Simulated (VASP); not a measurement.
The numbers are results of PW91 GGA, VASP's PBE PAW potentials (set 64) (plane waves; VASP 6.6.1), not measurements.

A VASP calculation is set up with these files.

INCAR:
```
! general
SYSTEM=BN
PREC  =Accurate
ENCUT =520   ! plane-wave cut-off (eV)
LREAL =.FALSE.   ! projection in real space or not
LASPH =.TRUE.   ! aspherical one-centre terms

! electronic loop
EDIFF =1E-6
NELM  =100   ! most electronic steps
ALGO  =Normal   ! blocked Davidson

! smearing
ISMEAR=0   ! Gaussian
SIGMA =0.05   ! width (eV)

! functional
GGA   =91   ! PW91

! ions
IBRION=2
NSW   =60   ! most ionic steps
ISIF  =3   ! ions, shape and volume
EDIFFG=-0.02

! output
LWAVE =.FALSE.
LCHARG=.FALSE.
```

File KPOINTS:
```
Automatic mesh
0
Gamma
9 9 3
0 0 0
```

**POSCAR**
```
BN
1.0
  1.2544224260  -2.1727237670   0.0000000000
  1.2544224260   2.1727237670   0.0000000000
  0.0000000000   0.0000000000   7.1959831719
B N
2 2
Direct
  0.3333330000   0.6666670000   0.2500000000
  0.6666670000   0.3333330000   0.7500000000
  0.6666670000   0.3333330000   0.2500000000
  0.3333330000   0.6666670000   0.7500000000
```

POTCAR, in this order: B N (PBE.64 set). Program: vasp_std.

The resulting files:

OSZICAR:
```
...
DAV:   7    -0.354171103572E+02    0.29628E+00   -0.49779E-01   712   0.620E+00    0.313E+00
DAV:   8    -0.353271485555E+02    0.89962E-01   -0.32951E-01   680   0.433E+00    0.429E-01
DAV:   9    -0.353240811000E+02    0.30675E-02   -0.13419E-02   704   0.103E+00    0.185E-01
DAV:  10    -0.353254251216E+02   -0.13440E-02   -0.15530E-03   712   0.333E-01    0.403E-02
DAV:  11    -0.353255947019E+02   -0.16958E-03   -0.22473E-04   724   0.131E-01    0.271E-02
DAV:  12    -0.353255963510E+02   -0.16491E-05   -0.53456E-05   664   0.624E-02    0.429E-03
DAV:  13    -0.353255966638E+02   -0.31284E-06   -0.19202E-06   620   0.130E-02
   1 F= -.35325597E+02 E0= -.35325597E+02  d E =-.353256E+02
       N       E                     dE             d eps       ncg     rms          rms(c)
DAV:   1    -0.353279993912E+02   -0.24030E-02   -0.53829E-02   648   0.239E+00    0.321E-01
DAV:   2    -0.353257941533E+02    0.22052E-02   -0.56689E-03   688   0.678E-01    0.878E-02
DAV:   3    -0.353257072914E+02    0.86862E-04   -0.51979E-04   684   0.191E-01    0.314E-02
DAV:   4    -0.353256862508E+02    0.21041E-04   -0.33169E-05   768   0.551E-02    0.158E-02
DAV:   5    -0.353256812411E+02    0.50097E-05   -0.10812E-05   716   0.258E-02    0.642E-03
DAV:   6    -0.353256808983E+02    0.34283E-06   -0.81103E-07   444   0.996E-03
   2 F= -.35325681E+02 E0= -.35325681E+02  d E =-.842345E-04
       N       E                     dE             d eps       ncg     rms          rms(c)
DAV:   1    -0.353265098517E+02   -0.82861E-03   -0.12064E-02   644   0.113E+00    0.152E-01
DAV:   2    -0.353260216933E+02    0.48816E-03   -0.12579E-03   684   0.319E-01    0.421E-02
DAV:   3    -0.353260021925E+02    0.19501E-04   -0.11823E-04   672   0.911E-02    0.149E-02
DAV:   4    -0.353259979063E+02    0.42862E-05   -0.74516E-06   764   0.262E-02    0.751E-03
DAV:   5    -0.353259973023E+02    0.60395E-06   -0.23423E-06   576   0.122E-02
   3 F= -.35325997E+02 E0= -.35325997E+02  d E =-.400639E-03
       N       E                     dE             d eps       ncg     rms          rms(c)
DAV:   1    -0.353287837690E+02   -0.27859E-02   -0.67123E-02   580   0.228E+00    0.217E-01
DAV:   2    -0.353271278751E+02    0.16559E-02   -0.24681E-03   628   0.452E-01    0.912E-02
DAV:   3    -0.353267512046E+02    0.37667E-03   -0.77104E-04   692   0.215E-01    0.341E-02
DAV:   4    -0.353267066193E+02    0.44585E-04   -0.10810E-04   736   0.920E-02    0.119E-02
DAV:   5    -0.353267025910E+02    0.40283E-05   -0.22904E-05   700   0.405E-02    0.685E-03
DAV:   6    -0.353267028585E+02   -0.26750E-06   -0.21261E-06   604   0.150E-02
   4 F= -.35326703E+02 E0= -.35326703E+02  d E =-.705556E-03
       N       E                     dE             d eps       ncg     rms          rms(c)
DAV:   1    -0.353471691222E+02   -0.20467E-01   -0.59649E-01   580   0.678E+00    0.645E-01
DAV:   2    -0.353323937244E+02    0.14775E-01   -0.21760E-02   620   0.134E+00    0.271E-01
DAV:   3    -0.353290040850E+02    0.33896E-02   -0.69855E-03   684   0.647E-01    0.102E-01
DAV:   4    -0.353286080530E+02    0.39603E-03   -0.98086E-04   732   0.277E-01    0.362E-02
DAV:   5    -0.353285703867E+02    0.37666E-04   -0.21683E-04   700   0.124E-01    0.206E-02
DAV:   6    -0.353285741110E+02   -0.37243E-05   -0.20883E-05   676   0.459E-02    0.255E-03
DAV:   7    -0.353285746491E+02   -0.53810E-06   -0.79588E-07   504   0.892E-03
   5 F= -.35328575E+02 E0= -.35328575E+02  d E =-.257735E-02
       N       E                     dE             d eps       ncg     rms          rms(c)
DAV:   1    -0.354041619991E+02   -0.75588E-01   -0.23155E+00   580   0.133E+01    0.127E+00
DAV:   2    -0.353463238707E+02    0.57838E-01   -0.83477E-02   616   0.264E+00    0.535E-01
DAV:   3    -0.353328619445E+02    0.13462E-01   -0.27988E-02   684   0.129E+00    0.201E-01
DAV:   4    -0.353313184725E+02    0.15435E-02   -0.39310E-03   712   0.553E-01    0.732E-02
DAV:   5    -0.353311532717E+02    0.16520E-03   -0.92415E-04   700   0.253E-01    0.410E-02
DAV:   6    -0.353311726338E+02   -0.19362E-04   -0.88440E-05   664   0.941E-02    0.484E-03
DAV:   7    -0.353311750419E+02   -0.24081E-05   -0.36032E-06   696   0.179E-02    0.277E-03
DAV:   8    -0.353311760646E+02   -0.10227E-05   -0.11190E-06   616   0.830E-03    0.166E-03
DAV:   9    -0.353311760369E+02    0.27668E-07   -0.90140E-08   384   0.273E-03
   6 F= -.35331176E+02 E0= -.35331176E+02  d E =-.517873E-02
       N       E                     dE             d eps       ncg     rms          rms(c)
DAV:   1    -0.356118510634E+02   -0.28067E+00   -0.87325E+00   588   0.256E+01    0.245E+00
DAV:   2    -0.353913070941E+02    0.22054E+00   -0.30519E-01   620   0.505E+00    0.104E+00
DAV:   3    -0.353382398008E+02    0.53067E-01   -0.11316E-01   684   0.258E+00    0.394E-01
DAV:   4    -0.353324354252E+02    0.58044E-02   -0.15874E-02   724   0.111E+00    0.151E-01
DAV:   5    -0.353316154960E+02    0.81993E-03   -0.42350E-03   704   0.529E-01    0.813E-02
DAV:   6    -0.353317270467E+02   -0.11155E-03   -0.38649E-04   664   0.196E-01    0.902E-03
DAV:   7    -0.353317372848E+02   -0.10238E-04   -0.14156E-05   716   0.356E-02    0.639E-03
DAV:   8    -0.353317421475E+02   -0.48627E-05   -0.48575E-06   668   0.171E-02    0.336E-03
DAV:   9    -0.353317420163E+02    0.13117E-06   -0.50244E-07   468   0.614E-03
   7 F= -.35331742E+02 E0= -.35331742E+02  d E =-.574471E-02
       N       E                     dE             d eps       ncg     rms          rms(c)
DAV:   1    -0.353825839827E+02   -0.50842E-01   -0.16259E+00   588   0.113E+01    0.107E+00
DAV:   2    -0.353425565179E+02    0.40027E-01   -0.59470E-02   616   0.218E+00    0.446E-01
DAV:   3    -0.353334834612E+02    0.90731E-02   -0.18620E-02   688   0.105E+00    0.170E-01
DAV:   4    -0.353323765840E+02    0.11069E-02   -0.26840E-03   724   0.451E-01    0.598E-02
DAV:   5    -0.353322823450E+02    0.94239E-04   -0.58061E-04   692   0.201E-01    0.354E-02
DAV:   6    -0.353322945362E+02   -0.12191E-04   -0.58040E-05   660   0.767E-02    0.494E-03
DAV:   7    -0.353322968512E+02   -0.23150E-05   -0.33748E-06   700   0.167E-02    0.235E-03
DAV:   8    -0.353322976357E+02   -0.78452E-06   -0.81507E-07   580   0.712E-03
   8 F= -.35332298E+02 E0= -.35332298E+02  d E =-.630033E-02
       N       E                     dE             d eps       ncg     rms          rms(c)
DAV:   1    -0.353594308824E+02   -0.27134E-01   -0.77958E-01   632   0.830E+00    0.105E+00
DAV:   2    -0.353299599416E+02    0.29471E-01   -0.63211E-02   652   0.221E+00    0.315E-01
DAV:   3    -0.353273250483E+02    0.26349E-02   -0.84511E-03   696   0.737E-01    0.113E-01
DAV:   4    -0.353267920471E+02    0.53300E-03   -0.10169E-03   720   0.280E-01    0.462E-02
DAV:   5    -0.353267247402E+02    0.67307E-04   -0.26498E-04   696   0.128E-01    0.252E-02
DAV:   6    -0.353267282323E+02   -0.34922E-05   -0.24236E-05   652   0.498E-02    0.350E-03
DAV:   7    -0.353267284513E+02   -0.21900E-06   -0.11747E-06   528   0.101E-02
   9 F= -.35326728E+02 E0= -.35326728E+02  d E =0.556918E-02
       N       E                     dE             d eps       ncg     rms          rms(c)
DAV:   1    -0.353586280215E+02   -0.31900E-01   -0.63627E-01   632   0.758E+00    0.940E-01
DAV:   2    -0.353349789009E+02    0.23649E-01   -0.50672E-02   668   0.198E+00    0.290E-01
DAV:   3    -0.353328189312E+02    0.21600E-02   -0.72319E-03   684   0.681E-01    0.103E-01
DAV:   4    -0.353324206634E+02    0.39827E-03   -0.75037E-04   720   0.245E-01    0.434E-02
DAV:   5    -0.353323664286E+02    0.54235E-04   -0.21542E-04   708   0.115E-01    0.233E-02
DAV:   6    -0.353323696458E+02   -0.32171E-05   -0.19680E-05   660   0.453E-02    0.272E-03
DAV:   7    -0.353323699028E+02   -0.25706E-06   -0.75905E-07   520   0.887E-03
  10 F= -.35332370E+02 E0= -.35332370E+02  d E =-.722671E-04
```

OUTCAR:
```
------------------------ aborting loop because EDIFF is reached ----------------------------------------
  FORCE on cell =-STRESS in cart. coord.  units (eV):
  Direction    XX          YY          ZZ          XY          YZ          ZX
  --------------------------------------------------------------------------------------
  Total       -0.0008698     -0.0008698      0.0036414      0.0000000     -0.0000000      0.0000000
  in kB       -0.0334385     -0.0334385      0.1399933      0.0000000     -0.0000000      0.0000000
  external PRESSURE =       0.0243721 kB  Pullay stress =       0.0000000 kB
  volume of cell :       41.67
      direct lattice vectors                 reciprocal lattice vectors
     1.255402343 -2.174421033  0.000000000     0.398278690 -0.229946267  0.000000000
     1.255402343  2.174421033 -0.000000000     0.398278690  0.229946267  0.000000000
    -0.000000000 -0.000000000  7.633386879     0.000000000  0.000000000  0.131003448
  FREE ENERGIE OF THE ION-ELECTRON SYSTEM (eV)
  ---------------------------------------------------
  free  energy   TOTEN  =       -35.3323699028 eV

  energy  without entropy=      -35.3323699028  energy(sigma->0) =      -35.33236990

 reached required accuracy - stopping structural energy minimisation
```
(Selected blocks of OUTCAR.)

### CONTCAR
```
BN
   1.00000000000000
     1.2554023427461458   -2.1744210334673713    0.0000000000000000
     1.2554023427461458    2.1744210334673713   -0.0000000000000000
    -0.0000000000000000   -0.0000000000000000    7.6333868787557400
  B               N
     2     2
Direct
     0.3333330000000032    0.6666669999999968    0.2500000000000000
     0.6666669999999968    0.3333330000000032    0.7500000000000000
     0.6666669999999968    0.3333330000000032    0.2500000000000000
     0.3333330000000032    0.6666669999999968    0.7500000000000000
```

Energy and stress use the plane-wave basis of the starting cell. Without a dispersion term in the relaxation, distances and binding between the weakly bound layers, chains or molecules are unreliable, and so is what depends on them.

The compound is BN in the hex structure. This run relaxes it. Symmetry was kept, so distortions that lower it aren't found. The start is the result of an earlier pass.
